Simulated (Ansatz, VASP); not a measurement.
**Cross-check of Ge2As4W (WGe2As4 monolayer) between VASP and Ansatz**

One calculation is typed for both programs; each brings its own data sets. How far apart do they land? The cell is taken from a series of runs on this material, whose earlier steps may have relaxed, scaled, displaced or heated it; both programs get it as it stands.

Program: Ansatz 0.2.0. Level of theory: plane waves, with VASP 6.6.1 beside it; single point at PBE with D3(BJ). Results are calculated unless marked as measured.

### Step 1. Starting point

The cell holds 7 atoms: 4 As, 2 Ge and 1 W. Cell: a = 3.637 Å, b = 3.637 Å, c = 28.172 Å, α = 90.0°, β = 90.0°, γ = 120.0°. Vacuum lies along c.

Structure file:

```xyz
7
Lattice="3.6366 0.0000 0.0000 -1.8183 3.1494 0.0000 0.0000 0.0000 28.1716" Properties=species:S:1:pos:R:3
As    0.0000    0.0000    9.0000
As    0.0000    2.0996   12.6178
As    0.0000    2.0996   15.5538
As    0.0000    0.0000   19.1716
Ge    0.0000    2.0996   10.1893
Ge    0.0000    2.0996   17.9823
W     0.0000    0.0000   14.0858
```

### Step 2. VASP: single point, PBE with D3(BJ)

A single point gives forces, pressure and levels at one fixed geometry, so differences don't come from the geometry; what else differs is listed under the comparison.

Lines of VASP's logs that name or quote its potential files are left out, and so is its time.

File INCAR:

```
SYSTEM = Ge2As4W
PREC = Accurate
ENCUT = 520
EDIFF = 1E-06
NELM = 120
ISMEAR = -1
SIGMA = 0.02585
LREAL = .FALSE.
ALGO = Normal
GGA = PE
IVDW = 12
NBANDS = 34
LASPH = .TRUE.
LORBIT = 11
LWAVE = .FALSE.
LCHARG = .FALSE.
ISIF = 2
LDIPOL = .TRUE.
IDIPOL = 3
DIPOL = 0.5 0.5 0.5
LVHAR = .TRUE.
GGA_COMPAT = .FALSE.
EFERMI = MIDGAP
NELMDL = -8
KPAR = 2
```

File POSCAR:

```
Ge2As4W
1.0
    3.6366492873      0.0000000000      0.0000000000
   -1.8183246437      3.1494306675      0.0000000000
    0.0000000000      0.0000000000     28.1716312236
As Ge W
4 2 1
Direct
    0.0000000000      0.0000000000      0.3194703185
    0.3333333333      0.6666666667      0.4478910871
    0.3333333333      0.6666666667      0.5521089129
    0.0000000000      0.0000000000      0.6805296815
    0.3333333333      0.6666666667      0.3616860236
    0.3333333333      0.6666666667      0.6383139764
    0.0000000000      0.0000000000      0.5000000000
```

File KPOINTS:

```
Automatic mesh
0
Gamma
12 12 1
0 0 0
```

The projector-augmented-wave data sets are As, Ge_d and W (PBE family, release 64).

Run with:

```console
> mpirun -np 2 vasp_std
```

Numbers of over 12 decimals in the logs are rounded to 6 here.

The log of the run:

```text
[banner, memory and clock lines left out]
running    2 mpi-ranks, on    1 nodes
 distrk:  each k-point on    1 cores,    2 groups
 distr:  one band on    1 cores,    1 groups

 POSCAR found type information on POSCAR AsGeW
 POSCAR found :  3 types and       7 ions
 LDA part: xc-table for (Slater+PW92), standard interpolation
 POSCAR, INCAR and KPOINTS ok, starting setup
 FFT: planning ... GRIDC
 FFT: planning ... GRID_SOFT
 FFT: planning ... GRID
 WAVECAR not read
 entering main loop
       N       E                     dE             d eps       ncg     rms          rms(c)
DAV:   1     0.472125656890E+03    0.47213E+03   -0.23897E+04  1588   0.198E+03
DAV:   2     0.273357527037E+02   -0.44479E+03   -0.43329E+03  1560   0.483E+02
DAV:   3    -0.385300743671E+02   -0.65866E+02   -0.65192E+02  1848   0.157E+02
DAV:   4    -0.416699392693E+02   -0.31399E+01   -0.31198E+01  1648   0.418E+01
DAV:   5    -0.417974325524E+02   -0.12749E+00   -0.12735E+00  2024   0.745E+00
DAV:   6    -0.417994077845E+02   -0.19752E-02   -0.19748E-02  1968   0.812E-01
DAV:   7    -0.417994529578E+02   -0.45173E-04   -0.45170E-04  2016   0.119E-01
DAV:   8    -0.417994546528E+02   -0.16951E-05   -0.16950E-05  1912   0.204E-02    0.191E+01
DAV:   9    -0.408179455281E+02    0.98151E+00   -0.55702E+00  1666   0.776E+00    0.678E+00
DAV:  10    -0.406805433771E+02    0.13740E+00   -0.30528E+00  1936   0.702E+00    0.509E+00
DAV:  11    -0.405106433424E+02    0.16990E+00   -0.93259E-01  1772   0.397E+00    0.588E-01
DAV:  12    -0.405155467595E+02   -0.49034E-02   -0.97215E-02  1434   0.136E+00    0.281E-01
DAV:  13    -0.405153505914E+02    0.19617E-03   -0.55314E-03  2000   0.338E-01    0.193E-01
DAV:  14    -0.405151374894E+02    0.21310E-03   -0.18090E-03  1576   0.185E-01    0.631E-02
[...]
DAV:  20    -0.405153640800E+02   -0.70301E-04   -0.52305E-06  1296   0.782E-03    0.304E-03
DAV:  21    -0.405153960184E+02   -0.31938E-04   -0.16284E-06  1138   0.424E-03    0.157E-03
DAV:  22    -0.405154081649E+02   -0.12147E-04   -0.76082E-07  1056   0.345E-03    0.809E-04
DAV:  23    -0.405154146375E+02   -0.64726E-05   -0.46078E-07  1018   0.214E-03    0.525E-04
DAV:  24    -0.405154176335E+02   -0.29960E-05   -0.13812E-07   940   0.112E-03    0.549E-04
DAV:  25    -0.405154206305E+02   -0.29970E-05   -0.83673E-08   886   0.956E-04    0.195E-04
DAV:  26    -0.405154230021E+02   -0.23716E-05   -0.89110E-08   914   0.711E-04    0.155E-04
DAV:  27    -0.405154238280E+02   -0.82587E-06   -0.26371E-08   870   0.455E-04
   1 F= -.42945934E+02 E0= -.42945934E+02  d E =-.221335E-06
```

From OUTCAR (step 2):

```text
ion  position               nearest neighbor table
   1  0.000  0.000  0.319-   5 2.41   5 2.41   5 2.41
   2  0.333  0.667  0.448-   5 2.43   7 2.56   7 2.56   7 2.56
   3  0.333  0.667  0.552-   6 2.43   7 2.56   7 2.56   7 2.56
   4  0.000  0.000  0.681-   6 2.41   6 2.41   6 2.41
   5  0.333  0.667  0.362-   1 2.41   1 2.41   1 2.41   2 2.43
   6  0.333  0.667  0.638-   4 2.41   4 2.41   4 2.41   3 2.43
   7  0.000  0.000  0.500-   2 2.56   3 2.56   2 2.56   3 2.56   2 2.56   3 2.56

  LATTYP: Found a hexagonal cell.
 ALAT       =     3.6366492873
 C/A-ratio  =     7.7465900608

 Subroutine GETGRP returns: Found 12 space group operations
 (whereof 12 operations were pure point group operations)

The static configuration has the point symmetry D_3h.

 Found     19 irreducible k-points:

   k-points           NKPTS =     19   k-points in BZ     NKDIM =     19   number of bands    NBANDS=     34

   dimension x,y,z NGX =    28 NGY =   28 NGZ =  210
   dimension x,y,z NGXF=    56 NGYF=   56 NGZF=  420

   ENCUT  =  520.0 eV  38.22 Ry    6.18 a.u.   6.76  6.76 52.38*2*pi/ulx,y,z

   NELECT =      54.0000    total number of electrons

 k-points in reciprocal lattice and weights: Automatic mesh
   0.00000000  0.00000000  0.00000000       0.007
   0.08333333 -0.00000000  0.00000000       0.042
   0.16666667  0.00000000  0.00000000       0.042
   0.25000000  0.00000000  0.00000000       0.042
   0.33333333  0.00000000  0.00000000       0.042
   0.41666667  0.00000000  0.00000000       0.042
   0.50000000  0.00000000  0.00000000       0.021
   0.08333333  0.08333333  0.00000000       0.042
   0.16666667  0.08333333  0.00000000       0.083
[...]
0.33333333  0.25000000  0.00000000       0.083
   0.33333333  0.33333333  0.00000000       0.014

 dipolmoment           0.000000      0.000000      0.000000 electrons x Angstroem

 average (electrostatic) potential at core
       1 -54.7740       2 -54.7696       3 -54.7696       4 -54.7740       5 -79.6376
       6 -79.6376       7 -45.9944

 E-fermi :  -0.1130

 k-point     1 :       0.0000    0.0000    0.0000
  band No.  band energies     occupation
    ...
     23      -0.5646      2.00000
     24      -0.5646      2.00000
     25      -0.5255      2.00000
     26      -0.5255      2.00000
     27      -0.4902      2.00000
     28       1.8091      0.00000
     29       1.8116      0.00000
     30       2.5781      0.00000
     31       2.5781      0.00000
     32       2.8611      0.00000
    ...

 k-point     2 :       0.0833   -0.0000    0.0000
  band No.  band energies     occupation
    ...
     23      -1.4362      2.00000
     24      -1.1522      2.00000
     25      -0.7697      2.00000
     26      -0.7232      2.00000
     27      -0.4736      2.00000
     28       2.0258      0.00000
     29       2.1237      0.00000
     30       2.6124      0.00000
     31       2.7060      0.00000
     32       2.7483      0.00000
    ...

 k-point     3 :       0.1667    0.0000    0.0000
  band No.  band energies     occupation
    ...
     23      -2.0235      2.00000
     24      -1.3058      2.00000
     25      -1.2212      2.00000
     26      -1.1630      2.00000
     27      -0.6446      2.00000
     28       1.6011      0.00000
     29       1.7173      0.00000
     30       2.4174      0.00000
     31       2.6360      0.00000
     32       2.8114      0.00000
    ...

 Edisp (eV)   -2.43051

  Total      -0.09249    -0.09249     0.02849     0.00000     0.00000     0.00000
  in kB      -0.45928    -0.45928     0.14147     0.00000     0.00000     0.00000
  external pressure =       -0.26 kB  Pullay stress =        0.00 kB

  energy-cutoff  :      520.00
  volume of cell :      322.66
      direct lattice vectors                 reciprocal lattice vectors
     3.636649287  0.000000000  0.000000000     0.274978399  0.158758853  0.000000000
    -1.818324644  3.149430667  0.000000000     0.000000000  0.317517706  0.000000000
     0.000000000  0.000000000 28.171631224     0.000000000  0.000000000  0.035496702

 POSITION                                       TOTAL-FORCE (eV/Angst)
 -----------------------------------------------------------------------------------
      0.00000      0.00000      9.00000        -0.000000     -0.000000     -0.039027
     -0.00000      2.09962     12.61782         0.000000     -0.000000      0.058046
     -0.00000      2.09962     15.55381        -0.000000     -0.000000     -0.058046
      0.00000      0.00000     19.17163        -0.000000     -0.000000      0.039027
     -0.00000      2.09962     10.18929         0.000000      0.000000      0.019605
     -0.00000      2.09962     17.98235         0.000000      0.000000     -0.019605
      0.00000      0.00000     14.08582         0.000000     -0.000000      0.000000
 -----------------------------------------------------------------------------------
    total drift:                                0.000002     -0.000001     -0.000000

  FREE ENERGIE OF THE ION-ELECTRON SYSTEM (eV)
  ---------------------------------------------------
  free  energy   TOTEN  =       -42.9459342054 eV

  energy  without entropy=      -42.9459339841  energy(sigma->0) =      -42.94593409

 vacuum level on the upper side and lower side of the slab         4.475         4.475

 total charge
# of ion       s       p       d       tot
------------------------------------------
    1        1.275   1.481   0.042   2.798
    2        1.207   1.559   0.067   2.833
    3        1.207   1.559   0.067   2.833
    4        1.275   1.481   0.042   2.798
    5        1.129   1.232  10.062  12.422
    6        1.129   1.232  10.062  12.422
    7        0.532   0.535   4.151   5.218
--------------------------------------------------
tot          7.752   9.079  24.493  41.324

[... 3 further parts left out ...]
```

The data set W keeps the semicore shell frozen, which is cheaper and a little less accurate.

(Continued in part 2 of 2.)

[Lines on the potential files, build, host, timing and source positions are cut from VASP's logs without a mark.]

[Logs are printed without paths, hosts, clocks, repeated set-up lines and the standing remarks that a program may print on its own settings, such as how far it seeks lower states.]

[Hosts, paths, dates, database ids (printed as entryN), source tags and the programs' standing remarks are cut or masked in the printed files.]
